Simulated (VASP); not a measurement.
# Ta4NiO11 (P2/m) in VASP: further runs

Runs on Ta4NiO11. Level: PBE. Tasks: optical spectrum, electric field gradients, band structure, dielectric tensor.

Program: VASP 6.6.1. These are calculated values, not measurements. Logs are shortened: lines on timing, memory, paths and dates and some standing lists are left out, and cuts for length are marked.

## Step 1: Starting point

Symmetry: P2/m, No. 10, monoclinic system. The conventional cell has a = 4.771 Å, b = 5.825 Å, c = 7.518 Å, α = 90.00°, β = 105.26°, γ = 90.00°. Ta (site symmetry m) has 4 O at 1.89 to 2.01 Å as nearest neighbours. Around Ta (site symmetry m) lie 5 O at 1.89 to 1.98 Å. Ni (site symmetry 2/m) has 4 O at 1.94 Å as nearest neighbours. O (site symmetry 1) has 1 Ta at 1.93 Å and 1 Ni at 1.94 Å as nearest neighbours. O (site symmetry 1) is surrounded by 2 Ta at 1.93 to 1.98 Å. Around O (site symmetry 2/m) lie 2 Ta at 2.01 Å. Around O (site symmetry 2/m) lie 2 Ta at 1.89 Å. Around O (site symmetry 2/m) lie 2 Ta at 1.89 Å.

The cell was built by a generator and needn't be a form met in nature.

## Step 2: Optical spectrum, PBE, collinear spin, ferromagnetic start

Contents of INCAR:

```
SYSTEM = Ta4NiO11
PREC = Accurate
ENCUT = 520
EDIFF = 1E-7
ISMEAR = -1
SIGMA = 0.05
LREAL = .FALSE.
LASPH = .TRUE.
NELM = 120
ALGO = Normal
ISIF = 2
LWAVE = .FALSE.
LCHARG = .FALSE.
ISPIN = 2
MAGMOM = 0 0 0 0 1 0 0 0 0 0 0 0 0 0 0 0
LORBIT = 11
LMAXMIX = 4
GGA = PE
LOPTICS = .TRUE.
NBANDS = 92
NEDOS = 2000
CSHIFT = 0.1
KPAR = 4
```

Contents of KPOINTS:

```
regular mesh
0
G
  6 5 4
  0 0 0
```

Contents of POSCAR:

```
Ta4NiO11
1.0
    4.7708900000      0.0000000000      0.0051300000
    0.0000000000      5.8245400000      0.0000000000
   -1.9862800000      0.0000000000      7.2505100000
Ta Ni O
4 1 11
Direct
    0.6133900000      0.5000000000      0.7604200000
    0.3866100000      0.5000000000      0.2395800000
    0.1661500000      0.0000000000      0.7987500000
    0.8338500000      0.0000000000      0.2012500000
    0.5000000000      0.0000000000      0.5000000000
    0.3327800000      0.7991300000      0.6505300000
    0.6672200000      0.7991300000      0.3494700000
    0.9004700000      0.2578600000      0.8071800000
    0.0995300000      0.2578600000      0.1928200000
    0.6672200000      0.2008700000      0.3494700000
    0.3327800000      0.2008700000      0.6505300000
    0.0995300000      0.7421400000      0.1928200000
    0.9004700000      0.7421400000      0.8071800000
    0.5000000000      0.5000000000      0.0000000000
    0.5000000000      0.0000000000      0.0000000000
    0.5000000000      0.5000000000      0.5000000000
```

Potentials or basis: VASP PAW PBE potentials, release 64 (Ta_pv, Ni, O).

Run with:

```bash
> cat potpaw_PBE.64/Ta_pv/POTCAR potpaw_PBE.64/Ni/POTCAR potpaw_PBE.64/O/POTCAR > POTCAR
> mpirun -np 4 vasp_std > vasp.out
```

OUTCAR:

```text
SYSTEM = Ta4NiO11
   PREC = Accurate
   ENCUT = 520
   EDIFF = 1E-7
   ISMEAR = -1
   LREAL = .FALSE.
   LASPH = .TRUE.
   NELM = 120
   ISIF = 2
   ISPIN = 2
   LORBIT = 11
   GGA = PE

 ion  position               nearest neighbor table
   1  0.613  0.500  0.760-  16 1.89  13 1.93   8 1.93  14 2.01  11 2.22   6 2.22
   2  0.387  0.500  0.240-  16 1.89  12 1.93   9 1.93  14 2.01  10 2.22   7 2.22
   3  0.166  0.000  0.799-  15 1.89  11 1.93   6 1.93  13 1.98   8 1.98   5 3.08
   4  0.834  0.000  0.201-  15 1.89  10 1.93   7 1.93  12 1.98   9 1.98   5 3.08
   5  0.500  0.000  0.500-   6 1.94   7 1.94  10 1.94  11 1.94   3 3.08   4 3.08
   6  0.333  0.799  0.651-   3 1.93   5 1.94   1 2.22
   7  0.667  0.799  0.349-   4 1.93   5 1.94   2 2.22
   8  0.900  0.258  0.807-   1 1.93   3 1.98
   9  0.100  0.258  0.193-   2 1.93   4 1.98
  10  0.667  0.201  0.349-   4 1.93   5 1.94   2 2.22
  11  0.333  0.201  0.651-   3 1.93   5 1.94   1 2.22
  12  0.100  0.742  0.193-   2 1.93   4 1.98
  13  0.900  0.742  0.807-   1 1.93   3 1.98
  14  0.500  0.500  0.000-   1 2.01   2 2.01
  15  0.500  0.000  0.000-   3 1.89   4 1.89
  16  0.500  0.500  0.500-   1 1.89   2 1.89

  LATTYP: Found a simple monoclinic cell.
 ALAT       =     4.7708927581
 B/A-ratio  =     1.2208490728
 C/A-ratio  =     1.5757343173
 COS(beta)  =    -0.2631780021

  Lattice vectors:

 A1 = (   4.7708900000,   0.0000000000,   0.0051300000)
 A2 = (   0.0000000000,   5.8245400000,   0.0000000000)
 A3 = (  -1.9862800000,   0.0000000000,   7.2505100000)

Analysis of symmetry for initial positions (statically):
=====================================================================
 Subroutine PRICEL returns:
 Original cell was already a primitive cell.

 Routine SETGRP: Setting up the symmetry group for a
 simple monoclinic supercell.

 Subroutine GETGRP returns: Found  4 space group operations
 (whereof  4 operations were pure point group operations)
 out of a pool of  4 trial point group operations.

The static configuration has the point symmetry C_2h.

Analysis of symmetry for dynamics (positions and initial velocities):
[... 3863 lines left out ...]

  energy  without entropy=     -144.3492857145  energy(sigma->0) =     -144.34932545

 electrical conductivity sigma (Mega S m-1) (frequency dependency in vasprun.xml)
  --------------------------------------------------------------------------------------
         NaN         NaN         NaN
         NaN         NaN         NaN
         NaN         NaN         NaN

  frequency dependent IMAGINARY DIELECTRIC FUNCTION (independent particle, no local field effects) density-density
     E(ev)      X         Y         Z        XY        YZ        ZX
  --------------------------------------------------------------------------------------------------------------
     0.00000     0.00000     0.00000     0.00000     0.00000     0.00000     0.00000
     0.57999     0.04849     0.04725     0.05464     0.00000     0.00000    -0.01151
     1.15997     0.30654     0.35638     0.29792     0.00000     0.00000    -0.05945
     1.73996     0.74162     0.55521     0.94978     0.00000     0.00000    -0.12729
     2.31995     1.84584     1.77255     2.53662     0.00000     0.00000    -0.78032
     2.89993     3.15173     1.89448     4.36426     0.00000     0.00000    -1.22255
[... 92 lines left out ...]
    56.83870     0.00088     0.00087     0.00086     0.00000     0.00000     0.00001
    57.41869     0.00082     0.00082     0.00080     0.00000     0.00000     0.00001

  frequency dependent      REAL DIELECTRIC FUNCTION (independent particle, no local field effects) density-density
     E(ev)        X           Y           Z          XY          YZ          ZX
  --------------------------------------------------------------------------------------------------------------
     0.00000     6.28123     6.35639     6.54744     0.00000     0.00000    -0.71989
     0.57999     6.40678     6.47718     6.69058     0.00000     0.00000    -0.75105
     1.15997     6.78627     6.78311     7.14238     0.00000     0.00000    -0.86306
     1.73996     7.50431     7.51965     8.22867     0.00000     0.00000    -1.08597
     2.31995     8.04818     7.27786     7.96357     0.00000     0.00000    -1.36731
     2.89993     6.98254     8.06327     8.14129     0.00000     0.00000    -0.25140
[... 92 lines left out ...]
    56.83870     0.84504     0.84527     0.84642     0.00000     0.00000     0.00032
    57.41869     0.84997     0.85016     0.85123     0.00000     0.00000     0.00036

  frequency dependent IMAGINARY DIELECTRIC FUNCTION (independent particle, no local field effects) current-current
     E(ev)      X         Y         Z        XY        YZ        ZX
  --------------------------------------------------------------------------------------------------------------
     0.00000    36.50037    37.01858    38.35058     0.00000     0.00000    -4.98678
     0.57999     1.91872     1.94187     2.02336     0.00000     0.00000    -0.27183
     1.15997     1.31114     1.35874     1.36388     0.00000     0.00000    -0.21116
     1.73996     1.50947     1.32555     1.81211     0.00000     0.00000    -0.25618
     2.31995     2.47629     2.30951     3.13628     0.00000     0.00000    -0.90735
     2.89993     3.55378     2.39018     4.87349     0.00000     0.00000    -1.22578
[... 92 lines left out ...]
    56.83870     0.00033     0.00033     0.00032     0.00000     0.00000     0.00001
    57.41869     0.00030     0.00029     0.00029     0.00000     0.00000     0.00001

  frequency dependent      REAL DIELECTRIC FUNCTION (independent particle, no local field effects) current-current
     E(ev)        X           Y           Z          XY          YZ          ZX
  --------------------------------------------------------------------------------------------------------------
     0.00000     6.27742     6.35363     6.54386     0.00000     0.00000    -0.71974
     0.57999     6.40308     6.47338     6.68633     0.00000     0.00000    -0.75015
     1.15997     6.73911     6.71892     7.10024     0.00000     0.00000    -0.85547
     1.73996     7.43130     7.47400     8.13616     0.00000     0.00000    -1.07880
     2.31995     7.90035     7.11881     7.74790     0.00000     0.00000    -1.30215
     2.89993     6.77119     7.94604     7.83912     0.00000     0.00000    -0.16923
[... 92 lines left out ...]
    56.83870     0.84504     0.84527     0.84642     0.00000     0.00000     0.00032
    57.41869     0.84997     0.85016     0.85123     0.00000     0.00000     0.00035

 total charge

# of ion       s       p       d       tot
------------------------------------------
    1        0.336   6.304   2.089   8.728
    2        0.336   6.304   2.089   8.728
    3        0.360   6.318   2.223   8.902
    4        0.360   6.318   2.223   8.902
    5        0.392   0.430   8.328   9.150
    6        1.571   3.480   0.000   5.051
[... 8 lines left out ...]
   15        1.570   3.547   0.000   5.116
   16        1.584   3.548   0.000   5.132
--------------------------------------------------
tot         19.062  64.155  16.951 100.168

 magnetization (x)

# of ion       s       p       d       tot
------------------------------------------
    1        0.000   0.000  -0.000  -0.000
    2        0.000   0.000  -0.000  -0.000
    3        0.000   0.000   0.000   0.000
    4        0.000   0.000   0.000   0.000
    5        0.000   0.000   0.000   0.000
    6        0.000  -0.000   0.000  -0.000
[... 8 lines left out ...]
   15        0.000   0.000   0.000   0.000
   16       -0.000  -0.000   0.000  -0.000
--------------------------------------------------
tot          0.000  -0.000   0.000  -0.000
```

Wall time 7.6 min (4 MPI ranks of Intel Xeon 6975P-C (Granite Rapids), shared host); peak memory 2.4 GiB.

What came out:

* Free energy: -144.3494 eV
* Pressure: 0.9 GPa
* Largest force: 0.128 eV/Å
* Band gap on the k mesh: 0.82 eV, indirect (least direct gap 0.87 eV)
* Net moment: 0.00 μB per cell
* Valence electrons inside the program's atomic spheres: Ta 8.73, 8.90; Ni 9.15; O 5.05, 5.07, 5.03, 5.12, 5.13

Forces in eV/Å, atoms in the order of the input:
```
Ta  -0.076  0.000  0.055
Ta   0.076  0.000 -0.055
Ta  -0.121  0.000  0.042
Ta   0.121  0.000 -0.042
Ni   0.000  0.000  0.000
O    0.038 -0.076 -0.045
O   -0.038 -0.076  0.045
O    0.008 -0.009  0.013
O   -0.008 -0.009 -0.013
O   -0.038  0.076  0.045
O    0.038  0.076 -0.045
O   -0.008  0.009 -0.013
O    0.008  0.009  0.013
O    0.000  0.000  0.000
O    0.000  0.000  0.000
O    0.000  0.000  0.000
```

Stress tensor (GPa, compression positive):
```
 0.87  0.00 -0.18
 0.00  0.87  0.00
-0.18  0.00  0.91
```

Dielectric function (mean over the directions given):
| energy (eV) | real part | imaginary part |
| --- | --- | --- |
| 0.26 | 6.42 | 0.02 |
| 0.70 | 6.59 | 0.07 |
| 1.22 | 6.92 | 0.34 |
| 1.74 | 7.75 | 0.75 |
| 2.26 | 7.76 | 2.01 |
| 2.70 | 7.89 | 3.00 |
| 3.22 | 8.11 | 4.19 |
| 3.74 | 6.62 | 5.98 |
| 4.26 | 5.14 | 6.29 |
| 4.78 | 3.25 | 6.74 |
| 5.22 | 2.15 | 5.93 |
| 5.74 | 1.67 | 5.22 |
| 6.26 | 1.23 | 4.62 |
| 6.79 | 1.03 | 4.05 |
| 7.31 | 1.07 | 3.64 |
| 7.74 | 1.29 | 3.68 |
| 8.26 | 1.33 | 3.82 |
| 8.79 | 0.92 | 3.94 |
| 9.31 | 0.47 | 4.13 |
| 9.83 | -0.26 | 3.72 |
| 10.27 | -0.52 | 3.25 |
| 10.79 | -0.52 | 2.84 |
| 11.31 | -0.68 | 2.47 |
| 11.83 | -0.59 | 2.26 |
| 12.35 | -0.70 | 2.13 |
| 12.79 | -0.92 | 1.83 |
| 13.31 | -0.82 | 1.46 |
| 13.83 | -0.72 | 1.25 |
| 14.35 | -0.62 | 1.09 |
| 14.88 | -0.64 | 0.92 |
| 15.31 | -0.57 | 0.72 |
| 15.83 | -0.43 | 0.57 |
| 16.36 | -0.34 | 0.42 |
| 16.88 | -0.18 | 0.34 |
| 17.40 | -0.11 | 0.31 |
| 17.83 | -0.05 | 0.21 |
| 18.36 | 0.05 | 0.16 |
| 18.88 | 0.15 | 0.10 |
| 19.40 | 0.29 | 0.07 |
| 19.92 | 0.39 | 0.10 |

Caveat: spectra need much finer meshes, so this one isn't converged; independent-particle spectra lack excitons; spin-orbit coupling is left out, which moves the levels of the heavy elements; an odd mesh through Γ misses points on the zone boundary, where band edges often lie. As with any semilocal functional, this PBE gap is likely too small.

## Step 3: Electric field gradients, PBE, collinear spin, ferromagnetic start

Changes to INCAR since step 2:

```diff
@@ -3,3 +3,3 @@
 ENCUT = 520
-EDIFF = 1E-7
+EDIFF = 1E-8
 ISMEAR = -1
@@ -18,6 +18,3 @@
 GGA = PE
-LOPTICS = .TRUE.
-NBANDS = 92
-NEDOS = 2000
-CSHIFT = 0.1
+LEFG = .TRUE.
 KPAR = 4
```

KPOINTS is that of step 2.

POSCAR is that of step 2.

Potentials or basis: VASP PAW PBE potentials, release 64 (Ta_pv, Ni, O).

Run with:

```bash
> cat potpaw_PBE.64/Ta_pv/POTCAR potpaw_PBE.64/Ni/POTCAR potpaw_PBE.64/O/POTCAR > POTCAR
> mpirun -np 4 vasp_std > vasp.out
```

OUTCAR:

```text
SYSTEM = Ta4NiO11
   PREC = Accurate
   ENCUT = 520
   EDIFF = 1E-8
   ISMEAR = -1
   LREAL = .FALSE.
   LASPH = .TRUE.
   NELM = 120
   ISIF = 2
   ISPIN = 2
   LORBIT = 11
   GGA = PE

 ion  position               nearest neighbor table
   1  0.613  0.500  0.760-  16 1.89  13 1.93   8 1.93  14 2.01  11 2.22   6 2.22
   2  0.387  0.500  0.240-  16 1.89  12 1.93   9 1.93  14 2.01  10 2.22   7 2.22
   3  0.166  0.000  0.799-  15 1.89  11 1.93   6 1.93  13 1.98   8 1.98   5 3.08
   4  0.834  0.000  0.201-  15 1.89  10 1.93   7 1.93  12 1.98   9 1.98   5 3.08
   5  0.500  0.000  0.500-   6 1.94   7 1.94  10 1.94  11 1.94   3 3.08   4 3.08
   6  0.333  0.799  0.651-   3 1.93   5 1.94   1 2.22
   7  0.667  0.799  0.349-   4 1.93   5 1.94   2 2.22
   8  0.900  0.258  0.807-   1 1.93   3 1.98
   9  0.100  0.258  0.193-   2 1.93   4 1.98
  10  0.667  0.201  0.349-   4 1.93   5 1.94   2 2.22
  11  0.333  0.201  0.651-   3 1.93   5 1.94   1 2.22
  12  0.100  0.742  0.193-   2 1.93   4 1.98
  13  0.900  0.742  0.807-   1 1.93   3 1.98
  14  0.500  0.500  0.000-   1 2.01   2 2.01
  15  0.500  0.000  0.000-   3 1.89   4 1.89
  16  0.500  0.500  0.500-   1 1.89   2 1.89

  LATTYP: Found a simple monoclinic cell.
 ALAT       =     4.7708927581
 B/A-ratio  =     1.2208490728
 C/A-ratio  =     1.5757343173
 COS(beta)  =    -0.2631780021

  Lattice vectors:

 A1 = (   4.7708900000,   0.0000000000,   0.0051300000)
[... 3909 lines left out ...]
 ion       V_xx      V_yy      V_zz     asymmetry (V_yy - V_xx)/ V_zz
----------------------------------------------------------------------
   1     212.062    27.011  -239.074       0.774
   2     212.062    27.011  -239.074       0.774
   3    -231.160  -185.649   416.809       0.109
   4    -231.160  -185.649   416.809       0.109
   5     144.802   104.899  -249.701       0.160
   6      53.845    10.435   -64.281       0.675
[... 8 lines left out ...]
  15     -25.784   -23.171    48.955       0.053
  16     -36.292    -7.928    44.220       0.641
----------------------------------------------------------------------

           NMR quadrupolar parameters

 Cq : quadrupolar parameter    Cq=e*Q*V_zz/h
 eta: asymmetry parameters     (V_yy - V_xx)/ V_zz
 Q  : nuclear electric quadrupole moment in mb (millibarn)
----------------------------------------------------------------------
 ion       Cq(MHz)       eta       Q (mb)
----------------------------------------------------------------------
   1      -0.578       0.774       1.000
   2      -0.578       0.774       1.000
   3       1.008       0.109       1.000
   4       1.008       0.109       1.000
   5      -0.604       0.160       1.000
   6      -0.155       0.675       1.000
[... 8 lines left out ...]
  15       0.118       0.053       1.000
  16       0.107       0.641       1.000
----------------------------------------------------------------------

 total charge

# of ion       s       p       d       tot
------------------------------------------
    1        0.336   6.304   2.089   8.728
    2        0.336   6.304   2.089   8.728
    3        0.360   6.318   2.223   8.902
    4        0.360   6.318   2.223   8.902
    5        0.392   0.430   8.328   9.150
    6        1.571   3.480   0.000   5.051
[... 8 lines left out ...]
   15        1.570   3.547   0.000   5.116
   16        1.584   3.548   0.000   5.132
--------------------------------------------------
tot         19.062  64.155  16.951 100.168

 magnetization (x)

# of ion       s       p       d       tot
------------------------------------------
    1       -0.000  -0.000   0.000   0.000
    2       -0.000  -0.000   0.000   0.000
    3       -0.000  -0.000  -0.000  -0.000
    4       -0.000  -0.000  -0.000  -0.000
    5        0.000  -0.000  -0.000  -0.000
    6       -0.000   0.000   0.000   0.000
[... 8 lines left out ...]
   15       -0.000  -0.000   0.000  -0.000
   16        0.000   0.000   0.000   0.000
--------------------------------------------------
tot         -0.000   0.000  -0.000  -0.000
```

OSZICAR:

```text
N       E                     dE             d eps       ncg     rms          rms(c)
DAV:   1     0.134315690815E+04    0.13432E+04   -0.63682E+04 12280   0.170E+03
[... 18 lines left out ...]
DAV:  20    -0.144349365945E+03    0.36514E-04   -0.67526E-05 18214   0.779E-02    0.110E-02
DAV:  21    -0.144349364717E+03    0.12283E-05   -0.26723E-05 17760   0.277E-02    0.296E-03
DAV:  22    -0.144349365121E+03   -0.40479E-06   -0.26699E-06 15390   0.795E-03    0.285E-03
DAV:  23    -0.144349365148E+03   -0.26344E-07   -0.59849E-07 17888   0.660E-03    0.111E-03
DAV:  24    -0.144349365198E+03   -0.50384E-07   -0.97429E-08 15000   0.113E-03    0.123E-03
DAV:  25    -0.144349365178E+03    0.19985E-07   -0.45950E-08 11224   0.207E-03    0.580E-04
DAV:  26    -0.144349365174E+03    0.42874E-08   -0.35250E-08 11111   0.778E-04
   1 F= -.14434937E+03 E0= -.14434933E+03  d E =-.795131E-04  mag=     0.0000
```

Run time: 7.3 min. Hardware: 4 MPI ranks of Intel Xeon 6975P-C (Granite Rapids), shared host; peak memory 0.95 GiB.

Results:

```yaml
Free_energy: -144.3494 eV
Pressure: 0.9 GPa
Largest_force: 0.128 eV/Å
Band_gap_on_the_k_mesh: 0.82 eV, indirect (least direct gap 0.87 eV)
Net_moment: 0.00 μB per cell
Valence_electrons_inside_the_program's_atomic_spheres: Ta 8.73, 8.90; Ni 9.15; O 5.05, 5.07, 5.03, 5.12, 5.13
```

Forces in eV/Å, atoms in the order of the input:
```
Ta  -0.076  0.000  0.055
Ta   0.076  0.000 -0.055
Ta  -0.121  0.000  0.042
Ta   0.121  0.000 -0.042
Ni   0.000  0.000  0.000
O    0.038 -0.076 -0.045
O   -0.038 -0.076  0.045
O    0.008 -0.009  0.013
O   -0.008 -0.009 -0.013
O   -0.038  0.076  0.045
O    0.038  0.076 -0.045
O   -0.008  0.009 -0.013
O    0.008  0.009  0.013
O    0.000  0.000  0.000
O    0.000  0.000  0.000
O    0.000  0.000  0.000
```

Stress tensor (GPa, compression positive):
```
 0.87  0.00 -0.18
 0.00  0.87  0.00
-0.18  0.00  0.91
```

Levels at points of the mesh, in eV from the valence-band top:
Spin up:
```csv
k point,band 57,band 58,band 59,band 60,band 61,band 62,band 63,band 64
"(0.00, 0.00, 0.00)",-0.90,-0.33,-0.13,-0.12,0.99,1.23,1.73,1.90
"(0.50, 0.00, 0.00)",-0.88,-0.28,-0.26,-0.13,1.11,1.54,1.93,2.01
"(0.00, 0.00, 0.50)",-0.86,-0.21,-0.12,-0.04,1.15,1.36,1.73,1.99
"(0.50, 0.00, 0.50)",-0.87,-0.17,-0.15,-0.12,1.20,1.98,2.00,2.29
```
Spin down:
| k point | band 57 | band 58 | band 59 | band 60 | band 61 | band 62 | band 63 | band 64 |
| --- | --- | --- | --- | --- | --- | --- | --- | --- |
| (0.00, 0.00, 0.00) | -0.90 | -0.33 | -0.13 | -0.12 | 0.99 | 1.23 | 1.73 | 1.90 |
| (0.50, 0.00, 0.00) | -0.88 | -0.28 | -0.26 | -0.13 | 1.11 | 1.54 | 1.93 | 2.01 |
| (0.00, 0.00, 0.50) | -0.86 | -0.21 | -0.12 | -0.04 | 1.15 | 1.36 | 1.73 | 1.99 |
| (0.50, 0.00, 0.50) | -0.87 | -0.17 | -0.15 | -0.12 | 1.20 | 1.98 | 2.00 | 2.29 |

Electric field gradients, principal values (V/Å²):
```tsv
atom	Vxx	Vyy	Vzz
1 Ta	27.011	212.062	-239.074
2 Ta	27.011	212.062	-239.074
3 Ta	-185.649	-231.160	416.809
4 Ta	-185.649	-231.160	416.809
5 Ni	104.899	144.802	-249.701
6 O	10.435	53.845	-64.281
7 O	10.435	53.845	-64.281
8 O	-8.325	-18.877	27.202
9 O	-8.325	-18.877	27.202
10 O	10.435	53.845	-64.281
11 O	10.435	53.845	-64.281
12 O	-8.325	-18.877	27.202
13 O	-8.325	-18.877	27.202
14 O	-11.456	-34.362	45.818
15 O	-23.171	-25.784	48.955
16 O	-7.928	-36.292	44.220
```

Caveat: spin-orbit coupling is left out, which moves the levels of the heavy elements; an odd mesh through Γ misses points on the zone boundary, where band edges often lie.

[end of part 1 of 4]
